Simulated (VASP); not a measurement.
Output of a VASP run:

### OUTCAR
```
 ion  position               nearest neighbor table
   1  0.852  0.648  0.352-   5 2.23   6 2.25   7 2.25   8 2.25   6 2.31   7 2.31   8 2.31   2 2.61
                             4 2.61   3 2.61   3 2.61   2 2.61   4 2.61
   2  0.352  0.852  0.648-   6 2.23   5 2.25   7 2.25   8 2.25   8 2.31   5 2.31   7 2.31   1 2.61
                             3 2.61   4 2.61   3 2.61   1 2.61   4 2.61
   3  0.148  0.148  0.148-   7 2.23   6 2.25   5 2.25   8 2.25   8 2.31   5 2.31   6 2.31   2 2.61
                             4 2.61   1 2.61   2 2.61   1 2.61   4 2.61
   4  0.648  0.352  0.852-   8 2.23   6 2.25   7 2.25   5 2.25   5 2.31   6 2.31   7 2.31   1 2.61
                             1 2.61   2 2.61   2 2.61   3 2.61   3 2.61
   5  0.156  0.344  0.656-   1 2.23   2 2.25   3 2.25   4 2.25   2 2.31   3 2.31   4 2.31   8 2.63
                             6 2.63   8 2.63   7 2.63   7 2.63   6 2.63
   6  0.656  0.156  0.344-   2 2.23   1 2.25   3 2.25   4 2.25   4 2.31   1 2.31   3 2.31   8 2.63
                             7 2.63   5 2.63   8 2.63   7 2.63   5 2.63
   7  0.844  0.844  0.844-   3 2.23   2 2.25   1 2.25   4 2.25   4 2.31   1 2.31   2 2.31   5 2.63
                             6 2.63   8 2.63   6 2.63   5 2.63   8 2.63
   8  0.344  0.656  0.156-   4 2.23   2 2.25   3 2.25   1 2.25   1 2.31   2 2.31   3 2.31   7 2.63
                             5 2.63   5 2.63   6 2.63   6 2.63   7 2.63
  LATTYP: Found a simple cubic cell.
 ALAT       =     4.2448700052
 Subroutine PRICEL returns:
 Original cell was already a primitive cell.
 Subroutine GETGRP returns: Found 12 space group operations
The static configuration has the point symmetry C_3 .
 The point group associated with its full space group is T   .
The dynamic configuration has the point symmetry C_3 .
 Subroutine INISYM returns: Found 12 space group operations
 Subroutine IBZKPT returns following result:
 Found     24 irreducible k-points:

 Following reciprocal coordinates:
            Coordinates               Weight
  0.000000  0.000000  0.000000      1.000000
  0.142857  0.000000  0.000000      6.000000
  0.285714  0.000000  0.000000      6.000000
  0.428571  0.000000  0.000000      6.000000
  0.142857  0.142857  0.000000     12.000000
  0.285714  0.142857  0.000000     12.000000
 -0.142857  0.285714  0.000000     12.000000
  0.428571  0.142857  0.000000     12.000000
 -0.142857  0.428571  0.000000     12.000000
  0.285714  0.285714  0.000000     12.000000
  0.428571  0.285714  0.000000     12.000000
 -0.285714  0.428571  0.000000     12.000000
  0.428571  0.428571  0.000000     12.000000
  0.142857  0.142857  0.142857      8.000000
  0.285714  0.142857  0.142857     24.000000
  0.428571  0.142857  0.142857     24.000000
  0.285714  0.285714  0.142857     24.000000
  0.428571  0.285714  0.142857     24.000000
 -0.285714  0.428571  0.142857     24.000000
  0.428571  0.428571  0.142857     24.000000
  0.285714  0.285714  0.285714      8.000000
  0.428571  0.285714  0.285714     24.000000
  0.428571  0.428571  0.285714     24.000000
  0.428571  0.428571  0.428571      8.000000
   k-points           NKPTS =     24   k-points in BZ     NKDIM =     24   number of bands    NBANDS=     31
   number of dos      NEDOS =    301   number of ions     NIONS =      8
   total plane-waves  NPLWV =  32768
   dimension x,y,z NGX =    32 NGY =   32 NGZ =   32
   dimension x,y,z NGXF=    64 NGYF=   64 NGZF=   64
   ions per type =               4   4
   PREC   = accura    normal or accurate (medium, high low for compatibility)
   ISTART =      0    job   : 0-new  1-cont  2-samecut
   ICHARG =      2    charge: 1-file 2-atom 10-const
   ISPIN  =      1    spin polarized calculation?
   LNONCOLLINEAR =      F non collinear calculations
   LSORBIT =      F    spin-orbit coupling
   INIWAV =      1    electr: 0-lowe 1-rand  2-diag
   ENCUT  =  500.0 eV  36.75 Ry    6.06 a.u.   7.74  7.74  7.74*2*pi/ulx,y,z
   NELM   =    100;   NELMIN=  2; NELMDL= -5     # of ELM steps
   EDIFF  = 0.1E-05   stopping-criterion for ELM
   LREAL  =      F    real-space projection
   NLSPLINE    = F    spline interpolate recip. space projectors
   LMAXMIX     =    4 max onsite mixed and CHGCAR
   VOSKOWN=      0    Vosko Wilk Nusair interpolation
   EDIFFG = -.2E-01   stopping-criterion for IOM
   NSW    =     40    number of steps for IOM
   NBLOCK =      1;   KBLOCK =     40    inner block; outer block
   IBRION =      2    ionic relax: 0-MD 1-quasi-New 2-CG
   NFREE  =      1    steps in history (QN), initial steepest desc. (CG)
...
```

**OSZICAR**
```
...
DAV:   2    -0.643134384416E+02   -0.94794E+00   -0.10227E+02  2087   0.135E+02    0.176E+01
DAV:   3    -0.586801073545E+02    0.56333E+01   -0.36010E+01  2058   0.742E+01    0.536E+00
DAV:   4    -0.586466850376E+02    0.33422E-01   -0.76823E-01  1783   0.685E+00    0.393E+00
DAV:   5    -0.585273057367E+02    0.11938E+00   -0.26466E-01  2367   0.624E+00    0.651E-01
DAV:   6    -0.585245125974E+02    0.27931E-02   -0.12244E-02  1754   0.106E+00    0.304E-01
DAV:   7    -0.585244538110E+02    0.58786E-04   -0.67162E-04  2386   0.214E-01    0.169E-01
DAV:   8    -0.585244254890E+02    0.28322E-04   -0.11227E-04  2219   0.913E-02    0.296E-02
DAV:   9    -0.585244195984E+02    0.58906E-05   -0.17153E-05  2288   0.460E-02    0.184E-02
DAV:  10    -0.585244188124E+02    0.78607E-06   -0.19155E-06  1173   0.137E-02
   3 F= -.37797088E+02 E0= -.37796989E+02  d E =-.134447E+00
       N       E                     dE             d eps       ncg     rms          rms(c)
DAV:   1    -0.585051326555E+02    0.19287E-01   -0.85410E-03  1558   0.121E+00    0.211E-01
DAV:   2    -0.585052074991E+02   -0.74844E-04   -0.95620E-03  2024   0.129E+00    0.166E-01
DAV:   3    -0.585046746102E+02    0.53289E-03   -0.34003E-03  2023   0.777E-01    0.446E-02
DAV:   4    -0.585046607856E+02    0.13825E-04   -0.98079E-05  1621   0.771E-02    0.119E-02
DAV:   5    -0.585046582912E+02    0.24944E-05   -0.72219E-06  1983   0.271E-02    0.618E-03
DAV:   6    -0.585046580155E+02    0.27564E-06   -0.93327E-07   996   0.945E-03
   4 F= -.37797247E+02 E0= -.37797147E+02  d E =-.134606E+00
       N       E                     dE             d eps       ncg     rms          rms(c)
DAV:   1    -0.584896181072E+02    0.15040E-01   -0.49837E-03  1544   0.926E-01    0.162E-01
DAV:   2    -0.584896633270E+02   -0.45220E-04   -0.56945E-03  2031   0.993E-01    0.129E-01
DAV:   3    -0.584893459300E+02    0.31740E-03   -0.20236E-03  2023   0.599E-01    0.343E-02
DAV:   4    -0.584893383470E+02    0.75830E-05   -0.58463E-05  1607   0.590E-02    0.923E-03
DAV:   5    -0.584893367369E+02    0.16102E-05   -0.41305E-06  1539   0.214E-02    0.477E-03
DAV:   6    -0.584893365989E+02    0.13798E-06   -0.13327E-06   857   0.907E-03
   5 F= -.37797244E+02 E0= -.37797143E+02  d E =-.134604E+00
       N       E                     dE             d eps       ncg     rms          rms(c)
DAV:   1    -0.584862523116E+02    0.30844E-02   -0.14651E-01  1488   0.210E+00    0.562E-02
DAV:   2    -0.584864086780E+02   -0.15637E-03   -0.21408E-03  2145   0.453E-01    0.433E-02
DAV:   3    -0.584863901586E+02    0.18519E-04   -0.37835E-05  1871   0.619E-02    0.241E-02
DAV:   4    -0.584863801871E+02    0.99715E-05   -0.28843E-05  2357   0.538E-02    0.102E-02
DAV:   5    -0.584863787849E+02    0.14022E-05   -0.11506E-05  1994   0.443E-02    0.268E-03
DAV:   6    -0.584863787499E+02    0.34963E-07   -0.54740E-07   933   0.106E-02
   6 F= -.37797915E+02 E0= -.37797815E+02  d E =-.670199E-03
       N       E                     dE             d eps       ncg     rms          rms(c)
DAV:   1    -0.584853073575E+02    0.10714E-02   -0.13364E-02  1488   0.634E-01    0.164E-02
DAV:   2    -0.584853227601E+02   -0.15403E-04   -0.20009E-04  2167   0.138E-01    0.128E-02
DAV:   3    -0.584853208374E+02    0.19227E-05   -0.27284E-06  1355   0.156E-02    0.706E-03
DAV:   4    -0.584853199534E+02    0.88403E-06   -0.22817E-06   962   0.189E-02
   7 F= -.37797952E+02 E0= -.37797853E+02  d E =-.707453E-03
```

OUTCAR:
```
------------------------ aborting loop because EDIFF is reached ----------------------------------------
  FORCE on cell =-STRESS in cart. coord.  units (eV):
  Direction    XX          YY          ZZ          XY          YZ          ZX
  --------------------------------------------------------------------------------------
  Total       20.7186079     20.7186079     20.7186079     -0.0000000      0.0000000      0.0000000
  in kB      450.6795412    450.6795412    450.6795412     -0.0000000      0.0000000      0.0000000
  external PRESSURE =       0.6795412 kB  Pullay stress =     450.0000000 kB
  volume of cell :       73.66
      direct lattice vectors                 reciprocal lattice vectors
     4.191805313 -0.000000000  0.000000000     0.238560698  0.000000000  0.000000000
    -0.000000000  4.191805313 -0.000000000     0.000000000  0.238560698  0.000000000
    -0.000000000 -0.000000000  4.191805313    -0.000000000  0.000000000  0.238560698
 POSITION                                       TOTAL-FORCE (eV/Angst)
 -----------------------------------------------------------------------------------
      3.56917      2.71854      1.47327        -0.003132      0.003132     -0.003132
      1.47327      3.56917      2.71854        -0.003132     -0.003132      0.003132
      0.62263      0.62263      0.62263         0.003132      0.003132      0.003132
      2.71854      1.47327      3.56917         0.003132     -0.003132     -0.003132
      0.65123      1.44467      2.74713         0.003424     -0.003424      0.003424
      2.74713      0.65123      1.44467         0.003424      0.003424     -0.003424
      3.54058      3.54058      3.54058        -0.003424     -0.003424     -0.003424
      1.44467      2.74713      0.65123        -0.003424      0.003424      0.003424
 -----------------------------------------------------------------------------------
    total drift:                               -0.000000      0.000000     -0.000000
  FREE ENERGIE OF THE ION-ELECTRON SYSTEM (eV)
  ---------------------------------------------------
  free  energy   TOTEN  =       -58.4853199534 eV

  energy  without entropy=      -58.4850230374  energy(sigma->0) =      -58.48522098
  enthalpy is  TOTEN    =       -37.7979518232 eV   P V=       20.6873681302

 reached required accuracy - stopping structural energy minimisation
```
(Selected blocks of OUTCAR.)

### POSCAR
```
CoSi
1
    4.2448700052     0.0000000000     0.0000000000
    0.0000000000     4.2448700052     0.0000000000
    0.0000000000     0.0000000000     4.2448700052
Co Si
4 4
Direct
  0.8520009110   0.6479990890   0.3520009110
  0.3520009110   0.8520009110   0.6479990890
  0.1479990890   0.1479990890   0.1479990890
  0.6479990890   0.3520009110   0.8520009110
  0.1556317867   0.3443682133   0.6556317867
  0.6556317867   0.1556317867   0.3443682133
  0.8443682133   0.8443682133   0.8443682133
  0.3443682133   0.6556317867   0.1556317867
```

Problem. Reconstruct the remaining input files.

Solution. This is not unique; one that fits is the input of the run itself, PBEsol GGA, plane waves, VASP's PBE PAW potentials (set 64).

INCAR:
```
SYSTEM = CoSi
PREC = Accurate; ENCUT = 500; LREAL = F
LASPH = T
EDIFF = 1E-6; NELM = 100; ALGO = Normal
LMAXMIX = 4
ISMEAR = 1; SIGMA = 0.1
GGA = PS
IBRION = 2; NSW = 40; ISIF = 3
EDIFFG = -0.02; PSTRESS = 450
LWAVE = F; LCHARG = F
```

**KPOINTS**
```
Automatic mesh
0
Gamma
7 7 7
0 0 0
```

POTCAR, in this order: Co Si (PBE.64 set). Program: vasp_std.

Energy and stress use the plane-wave basis of the starting cell.

The compound is CoSi in the B20 structure. This run relaxes it under an external pressure of 45 GPa. Symmetry was kept, so distortions that lower it aren't found. The run is not spin-polarised, so no magnetic state was tried.
